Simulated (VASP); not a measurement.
A VASP calculation is set up with these files.

File KPOINTS:
```
Automatic mesh
0
gamma
14 14 8
```

**POSCAR**
```
Tc
1
    1.3724620937    -2.3771744735     0.0000000000
    1.3724620937     2.3771744735    -0.0000000000
   -0.0000000000     0.0000000000     4.3974216113
Tc
2
Direct
  0.3333330000   0.6666670000   0.2500000000
  0.6666670000   0.3333330000   0.7500000000
```

**INCAR**
```
! general
SYSTEM   =  Tc
PREC     =  Accurate
ENCUT    =  480   ! plane-wave cut-off (eV)
LREAL    =  .FALSE.   ! projection in real space or not
LASPH    =  .TRUE.

! electronic loop
EDIFF    =  1E-7   ! SCF stop (eV)
NELM     =  100
ALGO     =  Normal
LMAXMIX  =  4

! smearing
ISMEAR   =  1   ! Methfessel-Paxton
SIGMA    =  0.1   ! width (eV)

! functional
GGA      =  PE   ! PBE

! ions
IBRION   =  2
NSW      =  40   ! most ionic steps
ISIF     =  3
EDIFFG   =  -0.01   ! ionic stop
PSTRESS  =  50   ! kbar

! output
LWAVE    =  .FALSE.
LCHARG   =  .FALSE.
```

POTCAR, in this order: Tc_pv (PBE.64 set). Program: vasp_std.

Question: Translate this PBE calculation to Ansatz.

Answer: One equivalent input (not run):
Ansatz 0.2 input:
```yaml
crystal:
  lattice:
    - [1.3724621, -2.3771745, 0.0000000]
    - [1.3724621, 2.3771745, 0.0000000]
    - [0.0000000, 0.0000000, 4.3974216]
  atoms:
    - { symbol: Tc, position: [0.3333330, 0.6666670, 0.2500000] }
    - { symbol: Tc, position: [0.6666670, 0.3333330, 0.7500000] }
kpoints:
  mp_grid: { grid: [14, 14, 8] }
hamiltonian:
  xc: pbe
  pseudopotentials: { kind: paw }
scf:
  occupations: { method: methfessel_paxton, width: 0.1 }
  max_iter: 100
relax:
  max_steps: 40
  f_tol: 0.01
  cell: { p_target: 5 }
output: { forces: true, stress: true, eigenvalues: true }
```
Limits of the translation: each code has its own PAW files, so the cut-off isn't converted (ENCUT is set for VASP's; basis.ecutwfc is left out, and Ansatz then takes the one that its files recommend); Ansatz stops its SCF on the density residual and VASP on the energy change (EDIFF).

The compound is Tc in the hcp structure. This run relaxes it under an external pressure of 5 GPa. Symmetry was kept, so distortions that lower it aren't found.
